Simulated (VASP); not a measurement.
Input:

```
CELL_PARAMETERS angstrom
      4.45550     0.00000     0.00000
      0.00000     4.45550     0.00000
      0.00000     0.00000     6.25540
ATOMIC_POSITIONS crystal
  Cd 0.50000 0.00000 0.76752
  Cd 0.00000 0.50000 0.23248
  Te 0.00000 0.00000 0.50000
  Se 0.50000 0.50000 0.00000
```

These are PBEsol GGA, VASP's PBE PAW potentials (set 64) (plane waves; VASP) values and carry that method's errors. Numerical set-up: 400 eV cut-off, 11×11×8 Γ-centred mesh, Gaussian smearing of 0.010 eV, potentials Cd Te Se.

Unless said otherwise, spin-orbit coupling is left out, though it shifts the bands of the heavy elements here.

**Question.** What does the run give for the energy per atom (σ→0), band gap (on the k-mesh) with the smallest direct gap where there is one?

**Answer.** 
The band gap (on the k-mesh) is 0.41 eV. The smallest direct gap (on the k-mesh) comes out as 0.41 eV and the energy per atom (σ→0) comes out as -2.903 eV/atom.

Total energies compare only between runs with the same potentials, cut-off and functional.

The structure comes from a computed database's Cd2TeSe entry (P-4m2); how it stands against other phases isn't given here. It was relaxed first.
